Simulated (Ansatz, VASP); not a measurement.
# Cross-check of AlFe between VASP and Ansatz, part 2 of 2

Aim: how closely do two programs agree when they are given the same cell, functional and k mesh? The cell is taken from a series of VASP runs on this material, whose earlier steps may have relaxed, scaled or displaced it; both programs get it as it stands.

VASP 6.6.1 and Ansatz 0.2.0.

So far: Starting point; VASP: relaxation of cell and atoms, PBEsol with D3(BJ).

## 3. Ansatz: relaxation of cell and atoms, PBEsol with D3(BJ)

Level of this step: Ansatz beside VASP: Kohn-Sham DFT, plane waves, PBEsol with D3(BJ) (Ansatz).

Ansatz runs on its default PAW (the set named soft_2) files.

The same cell, functional, mesh and smearing now go to Ansatz, which takes its cutoff from its data sets.

input.yaml

```yaml
crystal:
  lattice:
    - [2.8145726992, 0.0, 0.0]
    - [0.0, 2.8145726992, 0.0]
    - [0.0, 0.0, 2.8145726992]
  atoms:
    - { symbol: Fe, position: [0.5, 0.5, 0.5], spin: 3.0 }
    - { symbol: Al, position: [0.0, 0.0, 0.0] }
hamiltonian:
  xc: pbesol
  pseudopotentials: { kind: paw }
  dispersion: d3bj
magnetization:
  spin_polarized: true
kpoints:
  mp_grid: { grid: [16, 16, 16] }
scf:
  occupations: { method: methfessel_paxton, width: 0.15 }
relax:
  f_tol: 0.01
  max_steps: 60
  cell: { stress_tol: 0.05 }
output:
  forces: true
  stress: true
```

On the command line:

```
$ ansatz run input.yaml --threads 4 --pin off --max-ram 9216MiB --backend cpu --events-out ev --progress --plain --runs-dir out
```

Numbers of over 12 decimals in the logs are rounded to 6 here.

The program printed:

```text
Engine: ansatz 0.2.0, aarch64-unknown-linux-gnu
Pseudopotentials: kind: paw
Pseudopotential: Fe, paw, valence charge 16, recommended cutoff 420 eV (normal), Fe.paw.azcp
Pseudopotential: Al, paw, valence charge 3, recommended cutoff 420 eV (normal), Al.paw.azcp
Functional definition: PBEsol
  exchange = pbesol_x
  correlation = pbesol_c
Crystal: 2 atoms, lattice volume = 22.297 Å³
Basis set: ecut = 420 eV, 461 PW (Γ), exchange–correlation on 40×40×40 points (8 copies of the dense FFT grid, shifted against one another)
Bands: 15, of which v1, the nominal top of the filled ones, is band 10 counted from 1 (9 counted from 0)
Symmetry: 48 space group operations
Space group: Pm-3m (ITA 221), of the structure as read, at distance tolerance 2.8e-5 Å
Magnetic group: BNS 221.92 (UNI 1594), of the structure as read, at distance tolerance 2.8e-5 Å
k-points: 165 of 4096
Non-local potential: Fe, projectors of the file, l = 0: 3, l = 1: 2, l = 2: 3, l = 3: 1
Non-local potential: Al, projectors of the file, l = 0: 2, l = 1: 2, l = 2: 1
PAW form: soft (Blöchl's): semilocal exchange-correlation on the pseudo side does not see the compensation charge
PAW frozen core: Fe, regenerated for the run's functional, and the local potential with it (the file was generated under x = pbe(κ = 0.804, μ = 0.219515), c = pbe(β = 0.066725))
PAW frozen core: Al, regenerated for the run's functional, and the local potential with it (the file was generated under x = pbe(κ = 0.804, μ = 0.219515), c = pbe(β = 0.066725))
PAW one-centre angular grid: Fe, 590 points (default); XC on 64 Gauss nodes
PAW one-centre angular grid: Al, 110 points (default); XC on 64 Gauss nodes
Initial density: superposition of atomic densities (chi_scale 0.1, normalization cell)
Starting moments: Σ|m| = 3 μB on 1 of 2 sites
Initial wavefunctions: pseudopotential atomic-orbital guess
Functional: x = pbesol(κ = 0.804, μ = 0.123457), c = pbesol(β = 0.046)
SCF iter   1: F=—  HF=-4973.924681 eV  |F-HF|=—  |Δ(HF+E_count)|=         —  Δρ=8.56e-2 (↑8.56e-2 ↓3.43e-2)  dr2=1.92e0  dr2_m=2.35e-1  M=2.254 μB ∫|m|=2.497 μB  β_m=0.30  ethr=3.10e-3  ⟨swp⟩=4.2  Hψ=22234  notcnv=0
Mixer restart at iter 1: flushing history
preconditioner: auto → none  [metal: Δε(μ)=0.003 eV  Ē_g=9.710 eV  σ=0.150 eV  W_gap=0.01  n_scr=6 (ndim 8)  ℏωp=26.1 eV  f_vac=0.000  D(μ)=2.49/eV (n_scr^D=32)  sad-step TF]
SCF iter   2: F=—  HF=-4973.279079 eV  |F-HF|=—  |Δ(HF+E_count)|=   6.46e-1  Δρ=3.38e-2 (↑3.38e-2 ↓2.40e-2)  dr2=1.63e-1  dr2_m=1.35e-1  M=2.177 μB ∫|m|=2.437 μB  β_m=0.36  ethr=3.10e-3  ⟨swp⟩=2.7  Hψ=11417  notcnv=0  defer=235
SCF iter   3: F=—  HF=-4974.641540 eV  |F-HF|=—  |Δ(HF+E_count)|=         —  Δρ=1.69e-1 (↑1.69e-1 ↓1.09e-1)  dr2=6.79e-1  dr2_m=3.85e0  M=0.883 μB ∫|m|=1.004 μB  β_m=1.00  ethr=8.57e-4  ⟨swp⟩=2.0  Hψ=6739  notcnv=0  defer=239
Mixer restart at iter 3: flushing history
SCF iter   4: F=—  HF=-4976.608831 eV  |F-HF|=—  |Δ(HF+E_count)|=    1.97e0  Δρ=1.54e-1 (↑1.45e-1 ↓1.54e-1)  dr2=1.56e1  dr2_m=1.33e-2  M=0.776 μB ∫|m|=0.911 μB  β_m=0.36  ethr=2.63e-4  ⟨swp⟩=3.8  Hψ=14342  notcnv=0  defer=273
SCF iter   5: F=—  HF=-4976.645228 eV  |F-HF|=—  |Δ(HF+E_count)|=   3.64e-2  Δρ=1.35e-1 (↑1.35e-1 ↓7.83e-2)  dr2=7.24e0  dr2_m=1.75e-1  M=0.598 μB ∫|m|=0.671 μB  β_m=0.29  ethr=2.63e-4  ⟨swp⟩=4.0  Hψ=17981  notcnv=0  defer=316
SCF iter   6: F=—  HF=-4974.833437 eV  |F-HF|=—  |Δ(HF+E_count)|=    1.81e0  Δρ=1.23e-2 (↑1.17e-2 ↓1.23e-2)  dr2=1.27e-2  dr2_m=2.58e-2  M=0.707 μB ∫|m|=0.801 μB  β_m=0.54  ethr=2.63e-4  ⟨swp⟩=3.2  Hψ=14098  notcnv=0  defer=357
SCF iter   7: F=—  HF=-4974.886419 eV  |F-HF|=—  |Δ(HF+E_count)|=   5.30e-2  Δρ=1.37e-2 (↑3.65e-3 ↓1.37e-2)  dr2=4.15e-2  dr2_m=7.57e-3  M=0.680 μB ∫|m|=0.766 μB  β_m=0.48  ethr=6.69e-5  ⟨swp⟩=2.0  Hψ=11833  notcnv=0  defer=343
SCF iter   8: F=—  HF=-4974.889485 eV  |F-HF|=—  |Δ(HF+E_count)|=   3.07e-3  Δρ=4.96e-3 (↑2.41e-3 ↓4.96e-3)  dr2=1.81e-3  dr2_m=2.13e-3  M=0.670 μB ∫|m|=0.751 μB  β_m=0.74  ethr=6.69e-5  ⟨swp⟩=2.3  Hψ=8345  notcnv=0  defer=343
SCF iter   9: F=—  HF=-4974.888364 eV  |F-HF|=—  |Δ(HF+E_count)|=   1.12e-3  Δρ=1.47e-3 (↑7.81e-4 ↓1.47e-3)  dr2=1.14e-4  dr2_m=2.48e-4  M=0.666 μB ∫|m|=0.743 μB  β_m=0.87  ethr=9.54e-6  ⟨swp⟩=2.1  Hψ=8463  notcnv=0  defer=342
SCF iter  10: F=—  HF=-4974.888325 eV  |F-HF|=—  |Δ(HF+E_count)|=   3.84e-5  Δρ=3.39e-4 (↑2.79e-4 ↓3.39e-4)  dr2=7.89e-5  dr2_m=2.28e-7  M=0.664 μB ∫|m|=0.739 μB  β_m=0.85  ethr=6.00e-7  ⟨swp⟩=2.3  Hψ=8130  notcnv=0  defer=342
SCF iter  11: F=—  HF=-4974.877060 eV  |F-HF|=—  |Δ(HF+E_count)|=         —  Δρ=5.78e-4 (↑3.60e-4 ↓5.78e-4)  dr2=1.20e-5  dr2_m=4.24e-5  M=0.670 μB ∫|m|=0.745 μB  β_m=0.85  ethr=4.15e-7  ⟨swp⟩=2.0  Hψ=5993  notcnv=0  defer=342
Mixer restart at iter 11: flushing history
iteration 11: the input's own smearing fills from here on; a Gaussian of 0.15 eV has filled iterations ahead of it
SCF iter  12: F=—  HF=-4974.877099 eV  |F-HF|=—  |Δ(HF+E_count)|=   3.90e-5  S|Δr|=    0.00e0  Δρ=7.32e-4 (↑7.32e-4 ↓4.02e-4)  dr2=2.32e-4  dr2_m=5.73e-6  M=0.670 μB ∫|m|=0.746 μB  β_m=0.50  ethr=6.32e-8  ⟨swp⟩=2.1  Hψ=7886  notcnv=0  defer=342  recentre
SCF iter  13: F=—  HF=-4974.877112 eV  |F-HF|=—  |Δ(HF+E_count)|=   1.34e-5  S|Δr|=    0.00e0  Δρ=9.80e-4 (↑4.11e-4 ↓9.80e-4)  dr2=3.40e-4  dr2_m=1.91e-5  M=0.671 μB ∫|m|=0.747 μB  β_m=0.22  ethr=6.32e-8  ⟨swp⟩=2.6  Hψ=8201  notcnv=0  defer=342
SCF iter  14: F=—  HF=-4974.877066 eV  |F-HF|=—  |Δ(HF+E_count)|=   4.61e-5  S|Δr|=    0.00e0  Δρ=2.37e-4 (↑1.51e-4 ↓2.37e-4)  dr2=1.54e-6  dr2_m=7.58e-6  M=0.670 μB ∫|m|=0.747 μB  β_m=0.54  ethr=6.32e-8  ⟨swp⟩=2.1  Hψ=7992  notcnv=0  defer=342
SCF iter  15: F=—  HF=-4974.877068 eV  |F-HF|=—  |Δ(HF+E_count)|=   1.60e-6  S|Δr|=    0.00e0  Δρ=1.01e-5 (↑1.01e-5 ↓7.91e-6)  dr2=1.54e-9  dr2_m=1.52e-8  M=0.671 μB ∫|m|=0.748 μB  β_m=0.77  ethr=5.26e-10  ⟨swp⟩=3.0  Hψ=16824  notcnv=0
SCF iter  16: F=-4974.877068 eV  HF=-4974.877068 eV  |F-HF|=1.87e-10  |Δ(HF+E_count)|=   1.24e-8  S|Δr|=    0.00e0  Δρ=2.45e-6 (↑2.45e-6 ↓1.19e-6)  dr2=8.14e-10  dr2_m=5.24e-10  M=0.671 μB ∫|m|=0.748 μB  ethr=8.09e-12  ⟨swp⟩=3.0  Hψ=11112  notcnv=0
SCF 1 converged in 16 iterations: F = -4974.877068 eV  dr2 = 8.14e-10
  greatest PAW one-centre occupation: 1.001 electrons in one spin orbital (limit 2), on the Fe atom at site 0 (counted from 0), in its partial waves of l = 1
relax step   1: F+E_penalty+E_count = -4974.87706755 eV  Δ(F+E_penalty+E_count) = +0.000e0 eV  max|allowed force component| = 7.594e-29 eV/Å  Δτ_max = 0.0000 Å  P = +0.811 GPa  Ω = 22.297 Å³  (16 SCF iters, dr2 threshold 1.00e-7 eV, accepted)
[...]
relax step   2: F+E_penalty+E_count = -4974.87722378 eV  Δ(F+E_penalty+E_count) = -1.562e-4 eV  max|allowed force component| = 1.588e-29 eV/Å  Δτ_max = 0.0000 Å  P = +0.345 GPa  Ω = 22.347 Å³  energy of the carried Pulay correction = -2.560e-5 eV  (6 SCF iters, dr2 threshold 2.00e-7 eV, accepted)
[...]
relax step   3: F+E_penalty+E_count = -4974.87724514 eV  Δ(F+E_penalty+E_count) = -2.136e-5 eV  max|allowed force component| = 8.464e-30 eV/Å  Δτ_max = 0.0000 Å  P = +0.002 GPa  Ω = 22.384 Å³  energy of the carried Pulay correction = -4.454e-5 eV  (6 SCF iters, dr2 threshold 2.00e-7 eV, accepted)
[...]
relax step   4: F+E_penalty+E_count = -4974.87729135 eV  Δ(F+E_penalty+E_count) = -4.621e-5 eV  max|allowed force component| = 5.325e-30 eV/Å  Δτ_max = 0.0000 Å  P = +0.006 GPa  Ω = 22.384 Å³  stress off target by 5.96e-3 GPa  SCF on the basis re-selected at this cell (its energy is not comparable with the rows above)  (6 SCF iters)
basis re-selected at this cell: Δ(F+E_penalty+E_count) = -4.621e-5 eV, ΔP = +0.004 GPa vs the last step (what re-selecting the basis moved, of the pressure what is left beyond the Pulay correction that the steps carried, after the strain that the cell walked since its last selection, with what the two solves' SCF thresholds leave and, on support functions, any second-order correction that the steps lacked; it is no m [...]
SCF converged after 6 iterations
Stability not checked: this state was not tested for a lower state beside it, because cold or Methfessel-Paxton smearing, or corrected tetrahedra, fill the levels in a way that the test cannot read (fill_not_monotonic; see scf.lower_state_search)
Magnetization: 0.6723 μB (9.8361 up, 9.1639 down)
Absolute magnetization: 0.7505 μB (∫|ρ↑−ρ↓|, with the PAW one-centre terms)
Spin contamination: 0.0059 ħ² per cell (⟨S²⟩ above its minimum at these occupations)
Per-site moments (μB) at R_I (Å): [(0.689699, 1.006785), (-0.021229, 1.006785)]
Free energy (F): -4974.877291 eV
Harris-Foulkes:  -4974.877291 eV  (|F-HF|=1.82e-12)
Internal energy: -4974.878278 eV  (E = F + TS)
E sigma→0 (E₀):  -4974.877538 eV
Entropy (-TS):   0.000986 eV (0.493 meV/atom)
Fermi energy:    14.920272 eV
--- Per-component energies (eV) ---
  E_band       = -230.811575
  E_kinetic    = 385.384667
  E_local      = -2682.670182  (includes V_loc(G=0)·N_el)
  E_nonlocal   = 227.648250
  E_hartree    = 1162.698474
  E_xc         = -160.078162
  E_vxc        = -185.213953  (∫ρ·V_xc dr)
  E_paw        = -1789.752248  (= ΣΔE_a)
  E_vpaw       = -301.358304  (= ΣTr[D̂ρ^β])
  E_aug_tail   = 0.000966  (compensation charges beyond the density's cutoff)
  E_ewald      = -2117.513149
  E_disp       = -0.795235  (pairwise vdW)
  E_core_change = 0.198341  (= ΣΔE_core)
  E_smearing   = 0.000986  (= −TS)
  E_closure    = -0.000000  (closes the sum)
  Σ components = -4974.877291   (vs F -4974.877291, Δ=0.00e0)
--- Forces (eV/Å), atoms counted from 1 ---
  atom   1  Fe     0.00000000     0.00000000    -0.00000000
  atom   2  Al     0.00000000    -0.00000000    -0.00000000
  max |Σ_I F_I| component: 1.04e-29 eV/Å
--- Stress (GPa, compression-positive) ---
        0.005956       0.000000       0.000000
        0.000000       0.005956       0.000000
        0.000000       0.000000       0.005956
  P = ⅓ Tr σ = 0.0060 GPa (0.060 kbar)
--- Relaxed structure (3 steps of the walk, 3 accepted, 1 SCFs on fresh bases) ---
  F+E_penalty+E_count = -4974.87729135 eV   max|allowed force component| = 5.325e-30 eV/Å   (the final SCF, on the basis selected at the relaxed cell)
  cell:  # Å, volume = 22.3844 Å³
    - [2.818266, 0, 0]
    - [0, 2.818266, 0]
    - [0, 0, 2.818266]
  atoms:
    - { symbol: Fe, position: [0.5, 0.5, 0.5] }
    - { symbol: Al, position: [0, 0, 0] }
```

The job ended after 8.8 s (4 threads of Arm Neoverse V1, shared host; peak memory 0.4 GiB; 31 s of CPU time).

## 4. Side by side

Known differences besides the potentials themselves: both relaxations stop at a tolerance, which leaves soft axes loose, and VASP keeps its plane-wave basis; the data sets hold 19 valence electrons in Ansatz (default PAW (the set named soft_2) files) and 11 in VASP; the cutoff is 420 eV in Ansatz and 450 eV in VASP; Ansatz makes its cores anew for this functional, VASP keeps those of its PBE data sets; VASP leaves aspherical gradient terms in its spheres out (LASPH is not set), Ansatz keeps them; Ansatz adds a Pulay correction to the stress that steers its cell, VASP none; site moments are counted in spheres of each program's own size. Total energies have different zeros and are not compared.

Compared:

| quantity | Ansatz | VASP | difference |
| --- | --- | --- | --- |
| volume (Å³) | 22.38 | 22.40 | -0.08 % |
| edge a after relaxation, in the typed setting (Å) | 2.818 | 2.819 | -0.02 % |
| total moment (μB) | 0.67 | 0.67 | 0.00 |
| moment on Fe1 (μB) | 0.69 | 0.70 | -0.01 |

The walks stopped with 0.01 GPa left in Ansatz and 0.03 GPa in VASP; each walk ends within a tolerance, so the volume difference is uncertain by about these residues over the bulk modulus, most in soft cells.

## 5. VASP: relaxation of cell and atoms, RPBE

The relaxed volume is the usual yardstick between codes: its relative difference is about their pressure difference at one cell divided by the bulk modulus. The cell compared in this pair holds 24.27 Å³, against 22.30 Å³ for the pair before.

INCAR

```
SYSTEM = AlFe
PREC = Accurate
ENCUT = 450
EDIFF = 1E-06
NELM = 100
ISMEAR = 1
SIGMA = 0.15
LREAL = .FALSE.
ALGO = Normal
GGA = RP
NBANDS = 12
ISPIN = 2
MAGMOM = 3 0
LMAXMIX = 4
LORBIT = 11
LWAVE = .FALSE.
LCHARG = .FALSE.
KPAR = 4
IBRION = 2
NSW = 50
ISIF = 3
EDIFFG = -0.006
```

POSCAR

```
AlFe
1.0
    2.8951251976      0.0000000000      0.0000000000
    0.0000000000      2.8951251976      0.0000000000
    0.0000000000      0.0000000000      2.8951251976
Fe Al
1 1
Direct
    0.5000000000      0.5000000000      0.5000000000
    0.0000000000      0.0000000000      0.0000000000
```

KPOINTS

```
Automatic mesh
0
Gamma
16 16 16
0 0 0
```

Potentials, in the order of the species: Fe and Al (PBE family, release 64).

On the command line:

```
$ mpirun -np 4 vasp_std
```

The program printed:

```text
[banner, memory and clock lines left out]
running    4 mpi-ranks, on    1 nodes
[...]
[... a notice as in an earlier step ...]

 LDA part: xc-table for (Slater+PW92), standard interpolation
 POSCAR, INCAR and KPOINTS ok, starting setup
[...]
entering main loop
       N       E                     dE             d eps       ncg     rms          rms(c)
DAV:   1     0.299471391926E+02    0.29947E+02   -0.43565E+03  8048   0.830E+02
DAV:   2    -0.120018389542E+02   -0.41949E+02   -0.38370E+02  8120   0.154E+02
DAV:   3    -0.132199205988E+02   -0.12181E+01   -0.11946E+01  9732   0.317E+01
DAV:   4    -0.132382340101E+02   -0.18313E-01   -0.18299E-01  8944   0.347E+00
[...]
DAV:  13    -0.118390408668E+02    0.27977E-05   -0.15643E-05  9340   0.445E-02    0.184E-02
DAV:  14    -0.118390422013E+02   -0.13345E-05   -0.44392E-06  7448   0.230E-02    0.552E-03
DAV:  15    -0.118390424189E+02   -0.21763E-06   -0.86842E-07  4384   0.913E-03
   1 F= -.11839042E+02 E0= -.11839090E+02  d E =-.118390E+02  mag=     0.7160
[...]
reached required accuracy - stopping structural energy minimisation
```

OUTCAR, selected parts (step 5):

```text
  Total       -0.0059809     -0.0059809     -0.0059809      0.0000000      0.0000000     -0.0000000
  in kB       -0.3948905     -0.3948905     -0.3948905      0.0000000      0.0000000     -0.0000000
  external PRESSURE =      -0.3948905 kB  Pullay stress =       0.0000000 kB

 POSITION                                       TOTAL-FORCE (eV/Angst)
 -----------------------------------------------------------------------------------
      1.44756      1.44756      1.44756         0.000000      0.000000      0.000000
      0.00000      0.00000      0.00000         0.000000      0.000000      0.000000
 -----------------------------------------------------------------------------------
    total drift:                               -0.000000      0.000000      0.000000

  FREE ENERGIE OF THE ION-ELECTRON SYSTEM (eV)
  ---------------------------------------------------
  free  energy   TOTEN  =       -11.8390424189 eV

  energy  without entropy=      -11.8391864011  energy(sigma->0) =      -11.83909041

 magnetization (x)
# of ion       s       p       d       tot
------------------------------------------
    1       -0.000   0.006   0.760   0.766
    2       -0.009  -0.018   0.000  -0.027
--------------------------------------------------
tot         -0.009  -0.012   0.760   0.740

[... 2 parts as in an earlier step ...]

[... 2 further parts left out ...]
[key lines of the parts left out:]
E-fermi :   7.9408
```

## 6. Ansatz: relaxation of cell and atoms, RPBE

The same cell, functional, mesh and smearing now go to Ansatz, which takes its cutoff from its data sets.

The cell is taken from a series of VASP runs on this material, whose earlier steps may have relaxed, scaled or displaced it; both programs get it as it stands.

input.yaml, the sections that differ from step 3:

```yaml
crystal:
  lattice:
    - [2.8951251976, 0.0, 0.0]
    - [0.0, 2.8951251976, 0.0]
    - [0.0, 0.0, 2.8951251976]
  atoms:
    - { symbol: Fe, position: [0.5, 0.5, 0.5], spin: 3.0 }
    - { symbol: Al, position: [0.0, 0.0, 0.0] }
hamiltonian:
  xc: rpbe
  pseudopotentials: { kind: paw }
output:
  forces: true
  stress: true
  write_density: true
  write_potential: true
  elf: true
  volumetric_format: npy
# magnetization, kpoints, scf, relax: as in step 3
```

On the command line:

```
$ ansatz run input.yaml --threads 4 --pin off --max-ram 9216MiB --backend cpu --events-out ev --progress --plain --runs-dir out
```

The program printed:

```text
[...]
Crystal: 2 atoms, lattice volume = 24.266 Å³
Basis set: ecut = 420 eV, 461 PW (Γ), exchange–correlation on 40×40×40 points (8 copies of the dense FFT grid, shifted against one another)
Bands: 15, of which v1, the nominal top of the filled ones, is band 10 counted from 1 (9 counted from 0)
Symmetry: 48 space group operations
[...]
k-point 164 ↓: bands = [... 6 lower, 10.6707, 14.8628, 14.8628, 16.7547, 16.7547, 16.7547, 17.8619, 19.9977, ... 1 higher]
--- Relaxed structure (3 steps of the walk, 3 accepted, 1 SCFs on fresh bases) ---
[...]
cell:  # Å, volume = 24.3007 Å³
    - [2.896496, 0, 0.0]
    - [0, 2.896496, 0]
    - [0, 0, 2.896496]
  atoms:
    - { symbol: Fe, position: [0.5, 0.5, 0.5] }
    - { symbol: Al, position: [0, 0, 0] }
[key lines of the parts left out:]
SCF converged after 6 iterations
Magnetization: 0.7141 μB (9.8571 up, 9.1429 down)
Free energy (F): -5026.267835 eV
Fermi energy:    13.844516 eV
P = ⅓ Tr σ = 0.0001 GPa (0.001 kbar)
```

Wall time 9.8 s (4 threads); peak memory 0.41 GiB; 34 s of CPU time.

## 7. Differences

The two programs side by side:

| quantity | Ansatz | VASP | difference |
| --- | --- | --- | --- |
| volume (Å³) | 24.30 | 24.27 | +0.14 % |
| edge a after relaxation, in the typed setting (Å) | 2.897 | 2.895 | +0.05 % |
| total moment (μB) | 0.71 | 0.72 | 0.00 |
| moment on Fe1 (μB) | 0.76 | 0.77 | -0.01 |

The walks stopped with 0.00 GPa left in Ansatz and -0.04 GPa in VASP; each walk ends within a tolerance, so the volume difference is uncertain by about these residues over the bulk modulus, most in soft cells.

## 8. What came out

| Item | Value |
| --- | --- |
| difference in volume (relaxation of cell and atoms, PBEsol with D3(BJ)) | -0.082 % |
| difference in volume (relaxation of cell and atoms, RPBE) | 0.14 % |

In words: The difference in volume is 0.14 % (relaxation of cell and atoms, RPBE), within the 1.2 % picked in this series as the mark of a large difference, as far as the stopping tolerances let one tell. Such differences can come from data sets, numerical settings and the points named under the comparisons, not from the functional's error against experiment.

[Lines on the potential files, build, host, timing and source positions are cut from VASP's logs without a mark.]

[Logs are printed without paths, hosts, clocks, repeated set-up lines and the standing remarks that a program may print on its own settings, such as how far it seeks lower states.]

[Hosts, paths, dates, database ids (printed as entryN), source tags and the programs' standing remarks are cut or masked in the printed files.]
